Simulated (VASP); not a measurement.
Energy against volume of NaI (rock salt). These are revPBE GGA, VASP's PBE PAW potentials (set 64) (plane waves; VASP) values and carry that method's errors. Numerical set-up: 520 eV cut-off, 7×7×7 Γ-centred mesh, Gaussian smearing of 0.050 eV, potentials Na_pv I.

```csv
V (Å³/atom),E (eV/atom)
36.187,-2.53156
37.306,-2.53301
38.425,-2.53185
39.544,-2.52849
```

**Question.** Fit these four points and predict the energy of the run at 35.067 Å³/atom.

**Answer.** A cubic in V^(−2/3), the third-order Birch-Murnaghan form, passes through the four points with V0 = 37.34 Å³/atom and B0 = 12 GPa, and gives -2.5270 eV/atom there. The run gave -2.5270 eV/atom, -0.0 meV/atom from the fit; all five points give B0 = 12 GPa.

The compound is NaI in the rock salt structure. It was relaxed first, which changed the volume by +10 %.
